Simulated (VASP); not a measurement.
# Al15CrN16 (a cell with a defect) in VASP: notebook

The runs below take Al15CrN16 (a cell with a defect) through relaxation of the atoms, single point, with PBEsol+U.

All numbers are computed with VASP 6.6.1; they aren't measurements. Logs are shortened: lines on timing, memory, paths and dates and some standing lists are left out, and cuts for length are marked.

## 1. Starting point

The cell holds a defect, 32 atoms: a = 6.220 Å, b = 6.220 Å, c = 9.960 Å, α = 90.00°, β = 90.00°, γ = 120.00°.

## 2. Relaxation of the atoms, PBEsol+U, collinear spin, zero start (atoms moved at random, drawn with an rms of 0.05 Å)

File INCAR:

```
  ALGO = Normal
  EDIFF = 1E-5
  EDIFFG = -0.03
  ENCUT = 450
  GGA = PS
  IBRION = 2
  ISIF = 2
  ISMEAR = 0
  ISPIN = 2
  ISYM = 0
  KPAR = 4
  LASPH = True
  LCHARG = False
  LDAU = True
  LDAUJ = 0 0 0
  LDAUL = 2 -1 -1
  LDAUPRINT = 1
  LDAUTYPE = 2
  LDAUU = 3 0 0
  LMAXMIX = 4
  LORBIT = 11
  LREAL = Auto
  LWAVE = False
  MAGMOM = 0 0 0 0 0 0 0 0 0 0 0 0 0 0 0 0 0 0 0 0 0 0 0 0 0 0 0 0 0 0 0 0
  NELECT = 138.0
  NELM = 120
  NSW = 60
  NUPDOWN = 0
  PREC = Accurate
  SIGMA = 0.03
```

File KPOINTS:

```
k-points
0
Gamma
  3 3 2
```

File POSCAR:

```
Al15CrN16
1.0
    6.2200008610      0.0000000000      0.0000000000
   -3.1100004305      5.3866787572      0.0000000000
    0.0000000000      0.0000000000      9.9600000000
Cr Al N
1 15 16
Direct
    0.3348380000      0.1571440000      0.0024100000
    0.3389130000      0.1787790000      0.4978500000
    0.3326130000      0.6662930000     -0.0011870000
    0.3380940000      0.6708760000      0.5003650000
    0.8302800000      0.1647090000      0.0003800000
    0.8336470000      0.1762250000      0.4936960000
    0.8325520000      0.6628620000      0.0019380000
    0.8356880000      0.6661060000      0.5020450000
    0.1714360000      0.3328260000      0.2550670000
    0.1660520000      0.3321490000      0.7496780000
    0.1605280000      0.8285910000      0.2476480000
    0.1653210000      0.8271190000      0.7534490000
    0.6705490000      0.3363820000      0.2496000000
    0.6565400000      0.3304620000      0.7548790000
    0.6764360000      0.8324680000      0.2503540000
    0.6637680000      0.8348840000      0.7447250000
    0.3258330000      0.1626460000      0.1956720000
    0.3368400000      0.1785310000      0.6871210000
    0.3340380000      0.6613450000      0.1945860000
    0.3275630000      0.6621310000      0.6911610000
    0.8358300000      0.1653080000      0.1919770000
    0.8459290000      0.1668730000      0.6864040000
    0.8355880000      0.6746520000      0.1928540000
    0.8413400000      0.6704700000      0.6917470000
    0.1587440000      0.3323350000      0.4429670000
    0.1703890000      0.3407880000      0.9410520000
    0.1704780000      0.8385540000      0.4420350000
    0.1680850000      0.8285560000      0.9383340000
    0.6595110000      0.3258370000      0.4404490000
    0.6721440000      0.3374300000      0.9425140000
    0.6571340000      0.8271340000      0.4463450000
    0.6604080000      0.8269220000      0.9360050000
```

Potentials or basis: VASP PAW PBE potentials, release 64 (Cr_pv, Al, N).

On the command line:

```sh
$ cat potpaw_PBE.64/Cr_pv/POTCAR potpaw_PBE.64/Al/POTCAR potpaw_PBE.64/N/POTCAR > POTCAR
$ mpirun -np 4 vasp_std > vasp.out
```

OUTCAR:

```text
EDIFF = 1E-5
   EDIFFG = -0.03
   ENCUT = 450
   GGA = PS
   IBRION = 2
   ISIF = 2
   ISMEAR = 0
   ISPIN = 2
   ISYM = 0
   LASPH = True
   LORBIT = 11
   LREAL = Auto
   NELECT = 138.0
   NELM = 120
   NSW = 60
   NUPDOWN = 0
   PREC = Accurate

 ion  position               nearest neighbor table
   1  0.335  0.157  0.002-  28 1.88  30 1.91  17 1.93  26 1.97  14 3.01  11 3.02   3 3.05  12 3.05
                            13 3.06   5 3.06   7 3.10   9 3.11   7 3.12  10 3.13   5 3.16   3 3.17
   2  0.339  0.179  0.498-  29 1.82  25 1.88  18 1.89  27 1.92   9 2.97  13 3.05   8 3.06  10 3.06
                             4 3.06  14 3.08   6 3.09  11 3.13   6 3.14   4 3.16   8 3.16  12 3.17
   3  0.333  0.666  0.999-  26 1.85  28 1.86  32 1.87  19 1.95  12 3.02   1 3.05  11 3.06  10 3.07
                            16 3.10   5 3.10   7 3.10  15 3.12   7 3.12   9 3.12   5 3.12   1 3.17
   4  0.338  0.671  0.500-  31 1.80  27 1.90  20 1.90  25 1.91  16 3.00   9 3.05   2 3.06  10 3.08
                            12 3.08  15 3.09  11 3.10   6 3.11   8 3.11   8 3.11   6 3.11   2 3.16
   5  0.830  0.165  0.000-  30 1.87  21 1.91  26 1.93  32 1.93  14 3.05  13 3.06   1 3.06  15 3.07
                            10 3.08   7 3.09   3 3.10  16 3.10   3 3.12   7 3.13   9 3.13   1 3.16
   6  0.834  0.176  0.494-  25 1.82  29 1.82  22 1.92  31 1.94  13 2.99   9 2.99   8 3.04  15 3.05
                             2 3.09  16 3.10   4 3.11   4 3.11  10 3.12   2 3.14  14 3.16   8 3.18
   7  0.833  0.663  0.002-  30 1.85  23 1.90  28 1.92  32 1.93  11 3.02  13 3.03  15 3.03  14 3.04
                            12 3.06   5 3.09   1 3.10   3 3.10   3 3.12   1 3.12   5 3.13  16 3.15
   8  0.836  0.666  0.502-  24 1.89  27 1.90  31 1.91  29 1.93  16 3.03   6 3.04  15 3.06   2 3.06
                            12 3.07  13 3.08  11 3.08  14 3.10   4 3.11   4 3.11   2 3.16   6 3.18
   9  0.171  0.333  0.255-  17 1.85  19 1.87  25 1.87  21 1.91   2 2.97   6 2.99   4 3.05  13 3.09
[... 17 lines left out ...]
  19  0.334  0.661  0.195-   9 1.87  11 1.91  15 1.93   3 1.95
  20  0.328  0.662  0.691-  12 1.87  10 1.87  16 1.89   4 1.90
  21  0.836  0.165  0.192-  15 1.89  13 1.90   5 1.91   9 1.91
  22  0.846  0.167  0.686-  10 1.84  16 1.88   6 1.92  14 2.02
[... 8 lines left out ...]
  31  0.657  0.827  0.446-   4 1.80   8 1.91   6 1.94  15 1.96
  32  0.660  0.827  0.936-   3 1.87  16 1.91   7 1.93   5 1.93

IMPORTANT INFORMATION: All symmetrisations will be switched off!
NOSYMM: (Re-)initialisation of all symmetry stuff for point group C_1.

----------------------------------------------------------------------------------------

                                     Primitive cell

  volume of cell :     333.7113

  direct lattice vectors                    reciprocal lattice vectors
     6.220000861  0.000000000  0.000000000     0.160771682  0.092821574  0.000000000
    -3.110000430  5.386678757  0.000000000     0.000000000  0.185643148  0.000000000
     0.000000000  0.000000000  9.960000000     0.000000000  0.000000000  0.100401606

  length of vectors
     6.220000861  6.220000861  9.960000000     0.185643148  0.185643148  0.100401606

  position of ions in fractional coordinates (direct lattice)
     0.334838000  0.157144000  0.002410000
     0.338913000  0.178779000  0.497850000
     0.332613000  0.666293000  0.998813000
     0.338094000  0.670876000  0.500365000
     0.830280000  0.164709000  0.000380000
     0.833647000  0.176225000  0.493696000
[... 24 lines left out ...]
     0.657134000  0.827134000  0.446345000
     0.660408000  0.826922000  0.936005000

  ion indices of the primitive-cell ions
   primitive index   ion index
                 1           1
                 2           2
                 3           3
                 4           4
                 5           5
                 6           6
[... 24 lines left out ...]
                31          31
                32          32

----------------------------------------------------------------------------------------

 KPOINTS: k-points

Automatic generation of k-mesh.
 Grid dimensions read from file:
 generate k-points for:    3    3    2

 Generating k-lattice:

  Cartesian coordinates                     Fractional coordinates (reciprocal lattice)
     0.053590561  0.030940525  0.000000000     0.333333333 -0.000000000  0.000000000
     0.000000000  0.061881049  0.000000000     0.000000000  0.333333333  0.000000000
     0.000000000  0.000000000  0.050200803     0.000000000  0.000000000  0.500000000
[... 107 lines left out ...]
  Total       19.3518251     16.4176960     16.8553756      1.5454522      0.1927559     -0.7991798
  in kB       92.9098275     78.8228133     80.9241521      7.4198529      0.9254381     -3.8369328
  external PRESSURE =      84.2189310 kB  Pullay stress =       0.0000000 kB
[... 179 lines left out ...]
  FREE ENERGIE OF THE ION-ELECTRON SYSTEM (eV)
  ---------------------------------------------------
  free  energy   TOTEN  =      -240.5367170685 eV

  energy  without entropy=     -240.5367170685  energy(sigma->0) =     -240.53671707

[... ionic steps 4 to 17 ...]

--------------------------------------- Ionic step       18  -------------------------------------------

 number of electron     137.9999986 magnetization      -0.0000001

------------------------ aborting loop because EDIFF is reached ----------------------------------------
[... 121 lines left out ...]
  FREE ENERGIE OF THE ION-ELECTRON SYSTEM (eV)
  ---------------------------------------------------
  free  energy   TOTEN  =      -240.6980273254 eV

  energy  without entropy=     -240.6980273254  energy(sigma->0) =     -240.69802733

atom =   1  type =  1  l = 2

 onsite density matrix

spin component  1

  0.2548  0.0592  0.1013  0.0756 -0.2030
  0.0592  0.6853 -0.2747  0.1219 -0.0639
  0.1013 -0.2747  0.4101  0.0951 -0.2287
  0.0756  0.1219  0.0951  0.2479 -0.2276
 -0.2030 -0.0639 -0.2287 -0.2276  0.4817

spin component  2

  0.3058 -0.0178 -0.0512  0.2447  0.1267
 -0.0178  0.4646  0.2348 -0.1049  0.2735
 -0.0512  0.2348  0.2826 -0.1273  0.1658
  0.2447 -0.1049 -0.1273  0.6566  0.1629
  0.1267  0.2735  0.1658  0.1629  0.5018

 occupancies and eigenvectors

  o =  0.0787  v = -0.4231  0.2243  0.1962 -0.7150 -0.4700  0.0000  0.0000  0.0000  0.0000  0.0000      0.0000  0.0000  0.0000  0.0000  0.0000  0.0000  0.0000  0.0000  0.0000  0.0000
  o =  0.1010  v =  0.0629  0.4103  0.7441 -0.0470  0.5213  0.0000  0.0000  0.0000  0.0000  0.0000      0.0000  0.0000  0.0000  0.0000  0.0000  0.0000  0.0000  0.0000  0.0000  0.0000
  o =  0.1131  v =  0.0000  0.0000  0.0000  0.0000  0.0000  0.2199 -0.3424  0.8712  0.1139 -0.2501      0.0000  0.0000  0.0000  0.0000  0.0000  0.0000  0.0000  0.0000  0.0000  0.0000
  o =  0.1373  v =  0.0000  0.0000  0.0000  0.0000  0.0000  0.2397  0.6630 -0.0224  0.2262 -0.6718      0.0000  0.0000  0.0000  0.0000  0.0000  0.0000  0.0000  0.0000  0.0000  0.0000
  o =  0.1776  v =  0.8229 -0.0230 -0.1199 -0.5534  0.0401  0.0000  0.0000  0.0000  0.0000  0.0000      0.0000  0.0000  0.0000  0.0000  0.0000  0.0000  0.0000  0.0000  0.0000  0.0000
  o =  0.1785  v =  0.0000  0.0000  0.0000  0.0000  0.0000  0.8413 -0.0698 -0.1545 -0.5091  0.0651      0.0000  0.0000  0.0000  0.0000  0.0000  0.0000  0.0000  0.0000  0.0000  0.0000
  o =  0.8357  v =  0.2788  0.7431 -0.0729  0.3646 -0.4815  0.0000  0.0000  0.0000  0.0000  0.0000      0.0000  0.0000  0.0000  0.0000  0.0000  0.0000  0.0000  0.0000  0.0000  0.0000
  o =  0.8855  v =  0.0000  0.0000  0.0000  0.0000  0.0000  0.2965 -0.5190 -0.4142  0.6653 -0.1686      0.0000  0.0000  0.0000  0.0000  0.0000  0.0000  0.0000  0.0000  0.0000  0.0000
  o =  0.8868  v = -0.2492  0.4782 -0.6230 -0.2174  0.5233  0.0000  0.0000  0.0000  0.0000  0.0000      0.0000  0.0000  0.0000  0.0000  0.0000  0.0000  0.0000  0.0000  0.0000  0.0000
  o =  0.8971  v =  0.0000  0.0000  0.0000  0.0000  0.0000 -0.3138 -0.4110 -0.2124 -0.4837 -0.6734      0.0000  0.0000  0.0000  0.0000  0.0000  0.0000  0.0000  0.0000  0.0000  0.0000

--------------------------------------- Ionic step       20  -------------------------------------------

 number of electron     137.9999986 magnetization      -0.0000002

 Free energy of the ion-electron system (eV)
  ---------------------------------------------------
  ext. energy  EPLUGINS =         0.00000000
  ---------------------------------------------------
  free energy    TOTEN  =      -240.69829380 eV

  energy without entropy =     -240.69829380  energy(sigma->0) =     -240.69829380

 E-fermi :   8.7615     XC(G=0): -11.2300

 val. band max:        9.0893632421   @ k =   0.0000   0.0000   0.0000
 cond. band min:      10.1944962913   @ k =   0.0000   0.0000   0.0000
 fundamental gap:      1.1051330493
 Fermi energy:         9.2844705039

 spin component 1

 k-point     1 :       0.0000    0.0000    0.0000
  band No.  band energies     occupation
      1     -33.5114      1.00000
      2     -33.2652      1.00000
      3     -32.9936      1.00000
      4      -9.1678      1.00000
      5      -8.2846      1.00000
      6      -8.1122      1.00000
[... 829 lines left out ...]
     80      12.8827      0.00000
     81      13.1421      0.00000
 Fermi energy:         8.7615287829

 spin component 2

 k-point     1 :       0.0000    0.0000    0.0000
  band No.  band energies     occupation
      1     -33.5294      1.00000
      2     -33.4764      1.00000
      3     -33.1094      1.00000
      4      -9.1653      1.00000
      5      -8.2822      1.00000
      6      -8.1078      1.00000
[... 829 lines left out ...]
     80      12.8931      0.00000
     81      13.1444      0.00000
 [bands above 81 left out]

------------------------ aborting loop because EDIFF is reached ----------------------------------------

  FORCE on cell =-STRESS in cart. coord.  units (eV):
  Direction    XX          YY          ZZ          XY          YZ          ZX
  --------------------------------------------------------------------------------------
  -------------------------------------------------------------------------------------
  Total       14.9091006     16.8128303     16.2035668      0.0924387     -0.3398782      0.1280893
  in kB       71.5799135     80.7198884     77.7947601      0.4438066     -1.6317851      0.6149681
  external PRESSURE =      76.6981873 kB  Pullay stress =       0.0000000 kB
[... 47 lines left out ...]
  FREE ENERGIE OF THE ION-ELECTRON SYSTEM (eV)
  ---------------------------------------------------
  free  energy   TOTEN  =      -240.6982938010 eV

  energy  without entropy=     -240.6982938010  energy(sigma->0) =     -240.69829380

 reached required accuracy - stopping structural energy minimisation

 total charge

# of ion       s       p       d       tot
------------------------------------------
    1        0.315   6.323   4.258  10.896
    2        0.370   0.443   0.000   0.813
    3        0.374   0.458   0.000   0.832
    4        0.375   0.456   0.000   0.831
    5        0.376   0.456   0.000   0.831
    6        0.375   0.457   0.000   0.831
[... 24 lines left out ...]
   31        1.224   2.619   0.000   3.843
   32        1.224   2.613   0.000   3.837
--------------------------------------------------
tot         25.527  55.046   4.258  84.832

 magnetization (x)

# of ion       s       p       d       tot
------------------------------------------
    1       -0.001   0.015  -0.131  -0.118
    2        0.000   0.000   0.000   0.000
    3       -0.002  -0.001   0.000  -0.004
    4        0.000   0.000   0.000   0.000
    5        0.001   0.000   0.000   0.001
    6        0.000   0.000   0.000   0.001
[... 24 lines left out ...]
   31        0.000   0.000   0.000   0.000
   32        0.000   0.001   0.000   0.002
--------------------------------------------------
tot          0.002   0.024  -0.131  -0.105
```

Run time: 1.8 h. Hardware: 4 MPI ranks of AMD EPYC 7R13 (Zen 3), shared host; peak memory 0.77 GiB.

What came out:

```
Free energy                                           : -240.6983 eV
Energy gained by relaxing                             : 39.6 meV/atom
Ionic steps                                           : 20
Largest force after relaxing                          : 0.020 eV/Å
Net moment                                            : 0.00 μB per cell
Site moments                                          : Cr -0.12; Al +0.00, -0.00; N +0.00, -0.00, -0.01, +0.01 μB
Valence electrons inside the program's atomic spheres : Cr 10.90; Al 0.81, 0.83, 0.82; N 3.85, 3.83, 3.84
```

Forces on the atoms (eV/Å):
```
Cr  -0.005 -0.001  0.003
Al   0.002  0.000  0.001
Al  -0.002 -0.004 -0.009
Al   0.002 -0.010  0.000
Al   0.002 -0.002  0.008
Al   0.006  0.006  0.011
Al  -0.014  0.006 -0.006
Al  -0.002 -0.005 -0.005
Al  -0.001 -0.001 -0.014
Al   0.000 -0.002 -0.007
Al   0.001  0.001  0.004
Al  -0.001  0.010  0.005
Al   0.003  0.005 -0.009
Al   0.006  0.001  0.007
Al   0.004 -0.009  0.014
Al   0.007 -0.009 -0.002
N    0.003  0.003  0.006
N   -0.004 -0.003 -0.001
N    0.000  0.001 -0.007
N    0.001  0.000 -0.001
N    0.005 -0.006  0.012
N   -0.006 -0.004  0.013
N    0.003  0.001 -0.009
N    0.001 -0.002 -0.004
N    0.008 -0.005 -0.018
N   -0.006  0.001 -0.016
N    0.002  0.000  0.008
N   -0.004  0.009  0.008
N    0.000 -0.003 -0.002
N   -0.001  0.005  0.013
N    0.001  0.008  0.006
N   -0.011  0.008 -0.010
```

Step by step:
| step | energy change (eV) | largest force (eV/Å) | pressure (GPa) |
| --- | --- | --- | --- |
| 1 | 0.0000 | 2.7084 | 8.42 |
| 2 | -0.9179 | 1.5600 | 8.13 |
| 3 | -1.1045 | 0.6647 | 7.81 |
| 4 | -1.2132 | 0.2918 | 7.69 |
| 5 | -1.2134 | 0.2833 | 7.69 |
| 6 | -1.2403 | 0.1705 | 7.72 |
| 7 | -1.2413 | 0.1803 | 7.72 |
| 8 | -1.2555 | 0.1422 | 7.70 |
| 9 | -1.2566 | 0.1540 | 7.70 |
| 10 | -1.2628 | 0.0810 | 7.69 |
| 11 | -1.2630 | 0.0728 | 7.69 |
| 12 | -1.2645 | 0.0520 | 7.69 |
| 13 | -1.2645 | 0.0509 | 7.69 |
| 14 | -1.2653 | 0.0451 | 7.68 |
| 15 | -1.2655 | 0.0462 | 7.68 |
| 16 | -1.2651 | 0.0625 | 7.68 |
| 17 | -1.2655 | 0.0481 | 7.68 |
| 18 | -1.2657 | 0.0378 | 7.67 |
| 19 | -1.2658 | 0.0389 | 7.67 |
| 20 | -1.2660 | 0.0202 | 7.67 |

Final structure:
```xyz
32
Lattice="6.2200 0.0000 0.0000 -3.1100 5.3867 0.0000 0.0000 0.0000 9.9600" Properties=species:S:1:pos:R:3 pbc="T T T"
Cr    1.5571    0.8819    0.0452
Al    1.5574    0.8951    4.9380
Al   -0.0068    3.5767    9.9528
Al    0.0042    3.5946    4.9855
Al    4.6646    0.9230    9.9397
Al    4.6668    0.8970    4.9867
Al    3.1159    3.5698    9.9544
Al    3.1091    3.5940    4.9858
Al    0.0048    1.7963    2.5039
Al    0.0048    1.8011    7.4683
Al   -1.5523    4.4816    2.5025
Al   -1.5545    4.4849    7.4777
Al    3.1101    1.7979    2.5029
Al    3.1089    1.7992    7.4674
Al    1.5564    4.4927    2.4721
Al    1.5565    4.4948    7.4847
N     1.5595    0.8903    2.1156
N     1.5569    0.8951    6.8499
N     0.0013    3.5879    1.9096
N     0.0139    3.6026    6.8658
N     4.6672    0.9057    1.9000
N     4.6677    0.8919    6.8679
N     3.1128    3.5898    1.9103
N     3.0985    3.6010    6.8660
N    -0.0150    1.8059    4.4114
N    -0.0610    1.8404    9.3193
N    -1.5534    4.4660    4.4100
N    -1.5563    4.3826    9.3360
N     3.1296    1.8062    4.4111
N     3.1740    1.8403    9.3204
N     1.5567    4.4919    4.3755
N     1.5569    4.4945    9.3823
```

Eigenvalues of the final occupation matrices:
```csv
site,spin,trace,eigenvalues
site 1 d,1,2.08,0.08 0.10 0.18 0.84 0.89
site 1 d,2,2.21,0.11 0.14 0.18 0.89 0.90
```

Caveat: the k mesh is coarse (spacing up to 0.39 Å⁻¹), so the values aren't converged; the cell is charged against a uniform background, so pressure and absolute levels hang on convention; the cutoff is under 1.25 times the usual one of these potentials, so pressure, stress and relaxed cells hold a basis-set (Pulay) error; the PAW data sets were made with another functional, which shifts forces and pressure a little; the total moment is fixed, so each spin has its own Fermi level. The state reached can hang on the start; a lower one may exist.

[end of part 1 of 3]
